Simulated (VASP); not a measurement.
# Si2Cl (R-3m) in VASP: settings compared, part 2 of 2

VASP 6.6.1. Earlier steps stand in the parts before.

**3. Relaxation of the atoms, RPBE**

INCAR reads:

```
PREC = Accurate ; ENCUT = 520
EDIFF = 1E-7 ; ISMEAR = 0
SIGMA = 0.05 ; LREAL = F
LASPH = T ; NELM = 80
ALGO = Normal ; ISIF = 2
LWAVE = F ; LCHARG = F
GGA = RP ; IBRION = 2
NSW = 60 ; EDIFFG = -0.01
```

KPOINTS reads:

```
Automatic mesh
0
Gamma
  8 8 8
```

POSCAR reads:

```
Si2Cl
1.0
    1.9403900000      1.1202900000      5.5003700000
   -1.9403900000      1.1202900000      5.5003700000
    0.0000000000     -2.2405700000      5.5003700000
Si Cl
2 1
Direct
    0.1457800000      0.1457800000      0.1457800000
    0.8542200000      0.8542200000      0.8542200000
    0.0000000000      0.0000000000      0.0000000000
```

Potentials or basis: VASP PAW PBE potentials, release 64 (Si, Cl).

On the command line:

```console
> cat potpaw_PBE.64/Si/POTCAR potpaw_PBE.64/Cl/POTCAR > POTCAR
> mpirun -np 1 vasp_std > vasp.out
```

OUTCAR:

```text
PREC = Accurate
   ENCUT = 520
   EDIFF = 1E-7
   ISMEAR = 0
   LREAL = F
   LASPH = T
   NELM = 80
   ISIF = 2
   GGA = RP
   IBRION = 2
   NSW = 60
   EDIFFG = -0.01

 ion  position               nearest neighbor table
   1  0.146  0.146  0.146-   2 2.34   2 2.34   2 2.34   3 2.41
   2  0.854  0.854  0.854-   1 2.34   1 2.34   1 2.34   3 2.41
   3  0.000  0.000  0.000-   1 2.41   2 2.41

  LATTYP: Found a trigonal (rhomboedric) cell.
 ALAT       =     5.9392114942
 COS(alpha) =     0.7865227124

  Lattice vectors:

 A1 = (   1.9403900000,   1.1202900000,   5.5003700000)
 A2 = (  -1.9403900000,   1.1202900000,   5.5003700000)
 A3 = (   0.0000000000,  -2.2405700000,   5.5003700000)

Analysis of symmetry for initial positions (statically):
=====================================================================
 Subroutine PRICEL returns:
 Original cell was already a primitive cell.

 Routine SETGRP: Setting up the symmetry group for a
 trigonal (rhombohedral) supercell.

 Subroutine GETGRP returns: Found 12 space group operations
 (whereof 12 operations were pure point group operations)
 out of a pool of 12 trial point group operations.

The static configuration has the point symmetry D_3d.

Analysis of symmetry for dynamics (positions and initial velocities):
=====================================================================
 Subroutine PRICEL returns:
 Original cell was already a primitive cell.

 Routine SETGRP: Setting up the symmetry group for a
 trigonal (rhombohedral) supercell.

 Subroutine GETGRP returns: Found 12 space group operations
 (whereof 12 operations were pure point group operations)
 out of a pool of 12 trial point group operations.

The dynamic configuration has the point symmetry D_3d.
[... 177 lines left out ...]
      0.00000      0.00000      0.00000         0.000000      0.000000     -0.000000
 -----------------------------------------------------------------------------------
    total drift:                                0.000000      0.000000      0.000000

  FREE ENERGIE OF THE ION-ELECTRON SYSTEM (eV)
  ---------------------------------------------------
  free  energy   TOTEN  =       -12.1618169513 eV

  energy  without entropy=      -12.1599991737  energy(sigma->0) =      -12.16090806

--------------------------------------- Ionic step        2  -------------------------------------------

 number of electron      14.9999999 magnetization

 Free energy of the ion-electron system (eV)
  ---------------------------------------------------
  ext. energy  EPLUGINS =         0.00000000
  ---------------------------------------------------
  free energy    TOTEN  =       -12.16182982 eV

  energy without entropy =      -12.16000969  energy(sigma->0) =      -12.16091976

 E-fermi :   4.0127     XC(G=0):  -8.3283

 val. band max:        3.9728764859   @ k =   0.3750   0.2500  -0.0000
 cond. band min:       4.0185275000   @ k =   0.5000   0.2500  -0.0000
 fundamental gap:      0.0456510141
 Fermi energy:         4.0126879932

 k-point     1 :       0.0000    0.0000    0.0000
  band No.  band energies     occupation
      1     -12.2369      2.00000
      2      -6.7000      2.00000
      3      -3.3968      2.00000
      4       0.9193      2.00000
      5       0.9193      2.00000
      6       2.7687      2.00000
      7       2.7687      2.00000
      8       4.8127      0.00000
      9       6.6925      0.00000
     10       7.0332      0.00000
     11       7.0332      0.00000
[... 309 lines left out ...]
 k-point    24 :       0.3750    0.1250    0.1250
  band No.  band energies     occupation
      1     -12.1036      2.00000
      2      -6.3590      2.00000
      3      -2.6679      2.00000
      4      -0.6048      2.00000
      5       0.7546      2.00000
      6       0.9716      2.00000
      7       1.9684      2.00000
      8       3.9296      1.98117
      9       5.8733      0.00000
     10       7.7472      0.00000
     11       9.0650      0.00000

 [... further k-points ...]
[... 5 lines left out ...]
  --------------------------------------------------------------------------------------
  -------------------------------------------------------------------------------------
  Total        0.5759963      0.5759983      0.6050795      0.0000000      0.0000004     -0.0000000
  in kB       12.8637890     12.8638344     13.5133080      0.0000000      0.0000082     -0.0000000
  external PRESSURE =      13.0803105 kB  Pullay stress =       0.0000000 kB

 VOLUME and BASIS-vectors are now :
 -----------------------------------------------------------------------------
  energy-cutoff  :      520.00
  volume of cell :       71.74
      direct lattice vectors                 reciprocal lattice vectors
     1.940390000  1.120290000  5.500370000     0.257680157  0.148771445  0.060601894
    -1.940390000  1.120290000  5.500370000    -0.257680157  0.148771445  0.060601894
     0.000000000 -2.240570000  5.500370000     0.000000000 -0.297542891  0.060602164

 POSITION                                       TOTAL-FORCE (eV/Angst)
 -----------------------------------------------------------------------------------
      0.00000      0.00000      2.40620         0.000000      0.000000      0.005236
      0.00000      0.00001     14.09491         0.000000     -0.000000     -0.005236
      0.00000     -2.24057      5.50037         0.000000     -0.000000      0.000000
 -----------------------------------------------------------------------------------
    total drift:                               -0.000000     -0.000000     -0.000000

  FREE ENERGIE OF THE ION-ELECTRON SYSTEM (eV)
  ---------------------------------------------------
  free  energy   TOTEN  =       -12.1618298209 eV

  energy  without entropy=      -12.1600096917  energy(sigma->0) =      -12.16091976

 reached required accuracy - stopping structural energy minimisation
```

OSZICAR:

```text
N       E                     dE             d eps       ncg     rms          rms(c)
DAV:   1     0.520102827200E+02    0.52010E+02   -0.56262E+03  1430   0.106E+03
DAV:   2    -0.825963399679E+01   -0.60270E+02   -0.56384E+02  2129   0.161E+02
DAV:   3    -0.122725249592E+02   -0.40129E+01   -0.39647E+01  1797   0.424E+01
[... 11 lines left out ...]
DAV:  15    -0.121618169513E+02   -0.81217E-07   -0.35937E-07  1598   0.506E-03
   1 F= -.12161817E+02 E0= -.12160908E+02  d E =-.121618E+02
       N       E                     dE             d eps       ncg     rms          rms(c)
DAV:   1    -0.121618296960E+02   -0.12826E-04   -0.14962E-04  1469   0.875E-02    0.142E-02
DAV:   2    -0.121618298672E+02   -0.17124E-06   -0.71015E-06  1979   0.212E-02    0.440E-03
DAV:   3    -0.121618298209E+02    0.46297E-07   -0.36288E-07  1631   0.510E-03
   2 F= -.12161830E+02 E0= -.12160920E+02  d E =-.128696E-04
```

CONTCAR:

```text
Si2Cl
   1.00000000000000
     1.9403900000000001    1.1202900000000000    5.5003700000000002
    -1.9403900000000001    1.1202900000000000    5.5003700000000002
     0.0000000000000000   -2.2405700000000000    5.5003700000000002
  Si              Cl
     2     1
Direct
     0.1458204736633669    0.1458204736633669    0.1458204736633669
     0.8541795263366331    0.8541795263366331    0.8541795263366331
     0.0000000000000000    0.0000000000000000    1.0000000000000000

  0.00000000E+00  0.00000000E+00  0.00000000E+00
  0.00000000E+00  0.00000000E+00  0.00000000E+00
  0.00000000E+00  0.00000000E+00  0.00000000E+00
```

Run time: 3.3 min. Hardware: 1 thread of Intel Xeon Platinum 8259CL at 2.50GHz (Skylake/Cascade Lake), shared host; peak memory 0.34 GiB.

Results:

```
Free energy                  : -12.1618 eV
Energy gained by relaxing    : 0.0 meV/atom
Ionic steps                  : 2
Pressure after relaxing      : 1.3 GPa
Largest force after relaxing : 0.005 eV/Å
Band gap on the k mesh       : none (metal or under the smearing width)
```

Forces in eV/Å, atoms in the order of the input:
```
Si   0.000  0.000  0.005
Si   0.000  0.000 -0.005
Cl   0.000  0.000  0.000
```

Final structure:
```
CELL_PARAMETERS angstrom
1.94039 1.12029 5.50037
-1.94039 1.12029 5.50037
0.00000 -2.24057 5.50037
ATOMIC_POSITIONS crystal
Si 0.14582 0.14582 0.14582
Si 0.85418 0.85418 0.85418
Cl 0.00000 0.00000 0.00000
```

Levels at points of the mesh, in eV from the Fermi level:
```
           k point  band 4  band 5  band 6  band 7  band 8  band 9  band 10  band 11
(0.00, 0.00, 0.00)   -3.09   -3.09   -1.24   -1.24    0.80    2.68     3.02     3.02
(0.50, 0.00, 0.00)   -5.74   -3.80   -3.37   -2.63    0.53    1.20     2.55     5.22
(0.50, 0.50, 0.00)   -5.28   -4.12   -3.82   -1.87   -0.86    1.06     3.30     4.98
(0.50, 0.50, 0.50)   -3.26   -3.26   -2.52   -0.81   -0.81    1.52     2.70     2.70
```

Caveat: the PAW data sets were made with another functional, which shifts forces and pressure a little; an odd number of electrons without spin polarisation forces a metal; a magnetic or distorted state may lie lower.

**4. Atomic charges, PBE0+D2**

POSCAR reads:

```
Si2Cl
5.9392
    0.326708984375      0.188626414332      0.926112944504
   -0.326708984375      0.188626414332      0.926112944504
    0.000000000000     -0.377251144935      0.926112944504
Si Cl
2 1
Direct
    0.1457800000      0.1457800000      0.1457800000
    0.8542200000      0.8542200000      0.8542200000
    0.0000000000      0.0000000000      0.0000000000
```

INCAR.step1 reads:

```
PREC     = Accurate       # precision mode
ENCUT    = 500            # plane-wave cutoff, eV
EDIFF    = 1E-5           # SCF threshold, eV
ISMEAR   = 0              # smearing method
SIGMA    = 0.1            # smearing width, eV
LREAL    = F              # projectors in reciprocal space
LASPH    = T              # aspherical terms in the spheres
NELM     = 80             # most SCF steps
ALGO     = Normal         # electronic algorithm
ISIF     = 2              # what is computed and relaxed
LWAVE    = T              # write WAVECAR
GGA      = PE             # functional
```

INCAR.step2 reads:

```
PREC     = Accurate       # precision mode
ENCUT    = 500            # plane-wave cutoff, eV
EDIFF    = 1E-6           # SCF threshold, eV
ISMEAR   = 0              # smearing method
SIGMA    = 0.1            # smearing width, eV
LREAL    = F              # projectors in reciprocal space
LASPH    = T              # aspherical terms in the spheres
NELM     = 80             # most SCF steps
ALGO     = Normal         # electronic algorithm
ISIF     = 2              # what is computed and relaxed
LWAVE    = F              # write WAVECAR
LCHARG   = T              # write CHGCAR
GGA      = PE             # functional
LHFCALC  = T              # exact exchange
AEXX     = 0.25           # exact-exchange fraction
PRECFOCK = Fast         
IVDW     = 1              # dispersion correction
LORBIT   = 10             # projections on sites
LELF     = T              # ELF
LVHAR    = T            
ISTART   = 1
```

KPOINTS reads:

```
regular mesh
0
Gamma
  4 4 4
```

On the command line:

```console
> cat potpaw_PBE.64/Si/POTCAR potpaw_PBE.64/Cl/POTCAR > POTCAR
> cp INCAR.step1 INCAR
> mpirun -np 1 vasp_std > vasp.out
> cp INCAR.step2 INCAR
> mpirun -np 1 vasp_std > vasp.out
```

Wall time 8.8 min (1 thread of Intel Xeon Platinum 8259CL at 2.50GHz (Skylake/Cascade Lake), shared host); peak memory 0.3 GiB.

It converged, with:

```yaml
Free_energy: -16.7980 eV
Pressure: -3.1 GPa
Largest_force: 0.162 eV/Å
Band_gap_on_the_k_mesh: none (metal or under the smearing width)
Valence_electrons_inside_the_program's_atomic_spheres: Si 1.66; Cl 5.08
Dispersion_energy_per_atom: -0.122 eV
```

Forces on the atoms (eV/Å):
```
Si   0.000  0.000  0.162
Si   0.000  0.000 -0.162
Cl   0.000  0.000  0.000
```

Stress tensor (GPa, compression positive):
```
-2.83  0.00  0.00
 0.00 -2.83  0.00
 0.00  0.00 -3.68
```

Levels at points of the mesh, in eV from the Fermi level:
| k point | band 6 | band 7 | band 8 | band 9 | band 10 | band 11 |
| --- | --- | --- | --- | --- | --- | --- |
| (0.00, 0.00, 0.00) | -2.08 | -2.08 | 1.30 | 3.51 | 3.90 | 3.90 |
| (0.50, 0.00, 0.00) | -4.78 | -3.61 | 1.00 | 1.87 | 3.33 | 5.98 |
| (0.50, 0.50, 0.00) | -5.19 | -2.87 | -1.17 | 1.69 | 4.09 | 5.92 |
| (0.50, 0.50, 0.50) | -3.30 | -1.63 | -1.63 | 2.24 | 3.55 | 3.55 |

Caveat: the k mesh is coarse (spacing up to 0.48 Å⁻¹), so the values aren't converged, least of all with exact exchange; atom-pairwise D2, TS and ULG terms overbind metals; the PAW data sets were made with another functional, which shifts forces and pressure a little; an odd number of electrons without spin polarisation forces a metal; a magnetic or distorted state may lie lower; pairwise dispersion overbinds metals, which lowers pressure and volume.

**5. For comparison**

An earlier run on the cell as given: functional PBE; potentials or basis VASP PAW PBE potentials, release 64 (Si, Cl); cutoff 520 eV; k mesh 8 × 8 × 8; occupations fermi-dirac, width 0.05 eV; no spin polarisation.

- Pressure: -0.1 GPa
- Largest force: 0.017 eV/Å
- Band gap on the k mesh: none (metal or under the smearing width)

**6. Summary**

```csv
task,level,cell,k mesh,cutoff (eV),smearing,grid for exact exchange (PRECFOCK),exchange at q = 0,mesh quality,gap on the mesh (eV),pressure (GPa),largest force (eV/Å)
relaxation of cell and atoms,PBE,relaxed,8 × 8 × 8,600,gaussian 0.05 eV,-,-,not flagged,none,0.0,-
relaxation of the atoms,RPBE,atoms relaxed,8 × 8 × 8,520,gaussian 0.05 eV,-,-,not flagged,none,1.3,0.01
atomic charges,PBE0+D2,as given,4 × 4 × 4,500,gaussian 0.1 eV,Fast,default,coarse,none,-3.1,0.16
single point,PBE,as given,8 × 8 × 8,520,fermi-dirac 0.05 eV,-,-,not flagged,none,-0.1,0.02
```

Alike in all rows: potentials or basis VASP PAW PBE potentials, release 64 (Si, Cl); no spin polarisation.

Caveats: some runs use coarse meshes; an odd number of electrons without spin polarisation forces a metal; a magnetic or distorted state may lie lower; the PAW data sets were made with another functional, which shifts forces and pressure a little (some runs); atom-pairwise D2, TS and ULG terms overbind metals (some runs); pairwise dispersion overbinds metals, which lowers pressure and volume (some runs).

Total energies depend on the potentials used, so only differences within one code and one set of settings carry meaning.
